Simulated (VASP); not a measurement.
An input for Quantum ESPRESSO's pw.x (written as the equivalent of a VASP run, and not itself run):

```
&CONTROL
  calculation = 'scf'
  pseudo_dir = './pseudo'
  outdir = './out'
  tprnfor = .true.
  tstress = .false.
/
&SYSTEM
  ibrav = 0
  nat = 2
  ntyp = 2
  ecutwfc = 84
  occupations = 'smearing'
  smearing = 'gaussian'
  degauss = 0.003675
  input_dft = 'hse'
  nqx1 = 10
  nqx2 = 10
  nqx3 = 10
  screening_parameter = 0.1058
/
&ELECTRONS
  conv_thr = 7.3e-08
  electron_maxstep = 60
/
ATOMIC_SPECIES
  B 10.810 B.upf
  N 14.007 N.upf
CELL_PARAMETERS angstrom
     0.0000000    1.7757130    1.7757130
     1.7757130    0.0000000    1.7757130
     1.7757130    1.7757130    0.0000000
ATOMIC_POSITIONS crystal
  B    0.0000000  0.0000000  0.0000000
  N    0.2500000  0.2500000  0.2500000
K_POINTS automatic
  10 10 10 0 0 0
```

Task: Write the VASP files for the same calculation (HSE06).

Result: This is not unique; one that fits is 
**INCAR**
```
# general
SYSTEM   = BN
PREC     = Accurate
ENCUT    = 520   # plane-wave cut-off (eV)
LREAL    = .FALSE.
LASPH    = .TRUE.   # aspherical one-centre terms
ISYM     = 3

# electronic loop
EDIFF    = 1E-6
NELM     = 60   # most electronic steps
ALGO     = Normal   # blocked Davidson

# smearing
ISMEAR   = 0   # Gaussian
SIGMA    = 0.05   # width (eV)

# functional
GGA      = PE   # PBE
LHFCALC  = .TRUE.
AEXX     = 0.25
HFSCREEN = 0.2   # 1/Angstrom
PRECFOCK = Fast

# ions
ISIF     = 2

# output
LWAVE    = .FALSE.
LCHARG   = .FALSE.
```

POSCAR:
```
BN
1
    0.0000000000     1.7757130155     1.7757130155
    1.7757130155     0.0000000000     1.7757130155
    1.7757130155     1.7757130155     0.0000000000
B N
1 1
Direct
  0.0000000000   0.0000000000   0.0000000000
  0.2500000000   0.2500000000   0.2500000000
```

**KPOINTS**
```
K-points
0
G
10 10 10
```

POTCAR, in this order: B N (PBE.64 set). Program: vasp_std. Read from the step before: WAVECAR.

What does not carry over: the potentials are each code's own (VASP's PAW set, PseudoDojo norm-conserving files in pw.x), so ENCUT and ecutwfc are chosen apart and not converted; conv_thr bounds pw.x's estimated SCF error, while EDIFF bounds the energy change between steps.

The compound is BN in the zinc blende structure. This cell is one point of a volume scan, at 0.94 of the reference volume.
